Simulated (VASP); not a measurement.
Data:

```xyz
3
Lattice="0.0000 3.0054 3.0054 3.0054 0.0000 3.0054 3.0054 3.0054 0.0000" Properties=species:S:1:pos:R:3 pbc="T T T"
Al     1.5027     1.5027     1.5027
Al     4.5081     4.5081     4.5081
Au     0.0000     0.0000     0.0000
```

Method: vdW-DF-cx, VASP's PBE PAW potentials (set 64) (plane waves; VASP 6.6.1). Settings: 520 eV cut-off, Gaussian smearing of 0.050 eV, potentials Al Au.

Unless said otherwise, spin-orbit coupling is left out, though it shifts the bands of the heavy elements here.

### Question
Predict the band gap (along the path) with the smallest direct gap where there is one.

### Answer

```
Quantity                                                     Result
-------------------------  ----------------------------------------
band gap (along the path)  none (metal, semimetal or under 0.01 eV)
```

Total energies compare only between runs with the same potentials, cut-off and functional.

The compound is AuAl2 in the fluorite structure. It was relaxed first. The electron count is odd and the run is not spin-polarised, which forces a metal.
